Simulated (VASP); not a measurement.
Here is a VASP 6.6.1 calculation.

INCAR

```
SYSTEM = Ti
PREC     = Accurate       ! precision mode
ENCUT    = 600            ! plane-wave cutoff, eV
EDIFF    = 1E-7           ! SCF threshold, eV
ISMEAR   = 0              ! smearing method
SIGMA    = 0.1            ! smearing width, eV
LREAL    = .False.        ! projectors in reciprocal space
LASPH    = .True.         ! aspherical terms in the spheres
NELM     = 60             ! most SCF steps
ALGO     = Normal         ! electronic algorithm
ISIF     = 3              ! what is computed and relaxed
LWAVE    = .False.        ! write WAVECAR
LCHARG   = .False.        ! write CHGCAR
GGA      = RP             ! functional
IBRION   = 2              ! ionic algorithm
NSW      = 90             ! ionic steps
EDIFFG   = -0.005         ! ionic threshold
```

KPOINTS

```
Automatic mesh
0
Gamma
  18 18 10
  0 0 0
```

The input POSCAR:

```
Ti
1.0
    2.9357319200      0.0000000000      0.0000000000
   -1.4678659600      2.5424184200      0.0000000000
    0.0000000000      0.0000000000      4.6408561500
Ti
2
Direct
    0.3333333300      0.6666666700      0.2500000000
    0.6666666700      0.3333333300      0.7500000000
```

Potentials or basis: VASP PAW PBE potentials, release 64 (Ti_sv).

Command:

```console
$ cat potpaw_PBE.64/Ti_sv/POTCAR > POTCAR
$ mpirun -np 1 vasp_std > vasp.out
```

Problem. What does it give for the relaxed volume?

Solution. 17.85 Å³/atom.

Problem. What does it give for the relaxed cell?

Solution. a = 2.965 Å, b = 2.965 Å, c = 4.689 Å, α = 90.00°, β = 90.00°, γ = 120.00°.

Problem. What does it give for the space group after relaxing (to 0.05 Å)?

Solution. P6_3/mmc (No. 194).

Problem. What does it give for the band gap on the k mesh?

Solution. None (metal or under the smearing width).

Final structure:
```
Ti
1.0
     2.96499    0.00000    0.00000
    -1.48250    2.56776    0.00000
     0.00000    0.00000    4.68950
Ti
2
Direct
  0.33333 0.66667 0.25000
  0.66667 0.33333 0.75000
```

Caveat: the PAW data sets were made with another functional, which shifts forces and pressure a little.
